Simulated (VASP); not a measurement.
Here is the system:

```
CELL_PARAMETERS angstrom
      0.00000     2.24767     2.23643
      2.24767     0.00000     2.23643
      2.24767     2.24767     0.00000
ATOMIC_POSITIONS crystal
  Ga 0.00000 0.00000 0.00000
  N  0.25000 0.25000 0.25000
```

These are PBEsol GGA, VASP's PBE PAW potentials (set 64) (plane waves; VASP) values and carry that method's errors. Settings: 600 eV cut-off, 10×10×10 Γ-centred mesh, Gaussian smearing of 0.050 eV, potentials Ga_d N.

Question: Give the stress tensor in GPa (positive for a compressed cell).

Answer: 
```
0.69  0.00  0.00
0.00  0.69  0.00
0.00  0.00  1.30
```
The pressure is its mean diagonal, 0.90 GPa.

The compound is GaN in the zinc blende structure, a metastable form; wurtzite is the usual one. This cell was strained or had an atom moved on purpose.
